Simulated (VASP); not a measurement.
Here is the system:

```
Ba
1.0
   -2.58129     2.58129     2.58129
    2.58129    -2.58129     2.58129
    2.58129     2.58129    -2.58129
Ba
1
Direct
  0.00000   0.00000   0.00000
```

Method: RPBE GGA, VASP's PBE PAW potentials (set 64) (plane waves; VASP). Numerical set-up: 520 eV cut-off, Gaussian smearing of 0.050 eV, potentials Ba_sv.

Unless said otherwise, spin-orbit coupling is left out, though it shifts the bands of the heavy elements here.

Task: Predict the band gap (along the path) with the smallest direct gap where there is one.

Result: 
The band gap (along the path) is none (metal, semimetal or under 0.01 eV).

The absolute energy has meaning only against runs of the same code, potentials and settings.

The compound is Ba in the bcc structure. It was relaxed first, which changed the volume by +9 %.
